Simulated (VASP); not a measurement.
Set up this calculation in VASP 6.6.1, as the native input.

| Quantity | Value |
| --- | --- |
| Task | relaxation of cell and atoms |
| Functional | PBE |
| Potentials or basis | VASP PAW PBE potentials, release 64 (Zr_sv, Pd, Se) |
| Cutoff | 520 eV |
| k mesh | 3 × 3 × 3 |
| Occupations | gaussian, width 0.15 eV |
| Spin | no spin polarisation |
| Further INCAR settings | PREC = Normal; ALGO = Fast; EDIFF = 0.0001; IBRION = 2; EDIFFG = -0.08; NSW = 24; ISIF = 3 |

The structure of Zr3PdSe4 lies in POSCAR:

```
Zr3PdSe4
1.0
   -3.6836542100      3.6836542100      3.6836542100
    3.6836542100     -3.6836542100      3.6836542100
    3.6836542100      3.6836542100     -3.6836542100
Zr Pd Se
3 1 4
Direct
    0.0000000000      0.5000000000      0.5000000000
    0.5000000000      0.0000000000      0.5000000000
    0.5000000000      0.5000000000      0.0000000000
    0.0000000000      0.0000000000      0.0000000000
    0.5000000000      0.5000000000      0.5000000000
    0.0000000000      0.0000000000      0.5000000000
    0.0000000000      0.5000000000      0.0000000000
    0.5000000000      0.0000000000      0.0000000000
```

The cell was built by a generator and needn't be a form met in nature.

One way to write it, as run:

INCAR

```
PREC = Normal ; ENCUT = 520
EDIFF = 1E-4 ; ISMEAR = 0
SIGMA = 0.15 ; LREAL = F
LASPH = T ; NELM = 60
ALGO = Fast ; ISIF = 3
LWAVE = F ; LCHARG = F
GGA = PE ; IBRION = 2
NSW = 24 ; EDIFFG = -0.08
```

KPOINTS

```
regular mesh
0
Gamma
  3 3 3
```

Potentials or basis: VASP PAW PBE potentials, release 64 (Zr_sv, Pd, Se).

Run with:

```console
$ cat potpaw_PBE.64/Zr_sv/POTCAR potpaw_PBE.64/Pd/POTCAR potpaw_PBE.64/Se/POTCAR > POTCAR
$ mpirun -np 1 vasp_std > vasp.out
```

Results of the run:

```yaml
Relaxed_volume: 18.64 Å³/atom
Relaxed_cell: a = 5.786 Å, b = 5.786 Å, c = 5.786 Å, α = 109.47°, β = 109.47°, γ = 109.47°
Space_group_after_relaxing_to_0.05_Å: Im-3m (No. 229)
Energy_gained_by_relaxing: 462.0 meV/atom
Ionic_steps: 3
Pressure_after_relaxing: -0.5 GPa
Band_gap_on_the_k_mesh: none (metal or under the smearing width)
```

Caveat: the k mesh is coarse (spacing up to 0.40 Å⁻¹), so the values aren't converged; the volume moved by over 15 % at a fixed basis, so the end points are rough.

Run time: 54 s on 1 thread of Intel(R) Xeon(R) 6975P-C (Granite Rapids), with other jobs on the host, peak memory 0.23 GiB.
